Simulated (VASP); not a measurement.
```yaml
crystal:
  lattice:
    - [0.00000, 1.91636, 1.91636]
    - [1.91636, 0.00000, 1.91636]
    - [1.91636, 1.91636, 0.00000]
  atoms:
    - { symbol: Ir, position: [0.00000, 0.00000, 0.00000] }
```

Calculation: revTPSS meta-GGA, VASP's PBE PAW potentials (set 64) (plane waves; VASP). Numerical set-up: 520 eV cut-off, 16×16×16 Γ-centred mesh, first-order Methfessel-Paxton smearing of 0.10 eV, potentials Ir.

**Question.** Give the energy at these volumes per atom, relative to the lowest: 13.21, 13.64, 14.06, 14.48, 14.90 Å³.

**Answer.** 72.9, 17.8, 0.0, 13.3, 52.5 meV/atom. A third-order Birch-Murnaghan fit gives B0 = 390 GPa and B0′ = 5.1.

Measured: bulk modulus 365 GPa at 0 K (computed value off by +6.9 %), as given by H. Levämäki et al., Physical Review B (2014), arXiv:1402.3671 [corrected for temperature and zero-point phonon effects]; a 3.831 Å at 0 K (computed value off by +0.1 %), as given by Daniel Mejia-Rodriguez et al., Physical Review B (2018), arXiv:1807.09216 [static lattice: zero-point anharmonic expansion removed].

The compound is Ir in the fcc structure. It was relaxed first.
